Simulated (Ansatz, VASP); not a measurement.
**MnHg in VASP and in Ansatz**

```
Mn Hg
1.0
     3.30457    0.00000    0.00000
     0.00000    3.30457    0.00000
     0.00000    0.00000    3.30457
Mn Hg
1 1
Direct
  0.50000 0.50000 0.50000
  0.00000 0.00000 0.00000
```

Alike in both runs: task density of states; functional r2SCAN; k mesh 10 × 10 × 10; no spin polarisation.

|  | VASP | Ansatz |
| --- | --- | --- |
| version | VASP 6.6.1 | Ansatz 0.2.0 |
| potentials or method | VASP PAW PBE potentials, release 64 (Mn_pv, Hg) | PAW plane waves |
| plane-wave cutoff (eV) | 520 | 500 |
| occupations | tetrahedron | fermi-dirac |
| valence electrons in the cell | 25 | 35 |

VASP gave:

```
pressure (GPa) : -17.7
```

Task: What did Ansatz give for the same quantities?

Result: Pressure (GPa): -17.8.

The two sets of potentials don't hold the same shells in valence.

Caveats: so large a pressure means that the cell lies far from this level's equilibrium, or that cutoff or potentials fall short (VASP); the potentials were made for another functional, which shifts forces and pressure (VASP); tetrahedron occupations give inexact forces and stress in metals. The runs have no spin-orbit coupling, so splittings on Hg are missing. Spin polarisation is off, so any magnetic state and its effect on volume and gap are missing.
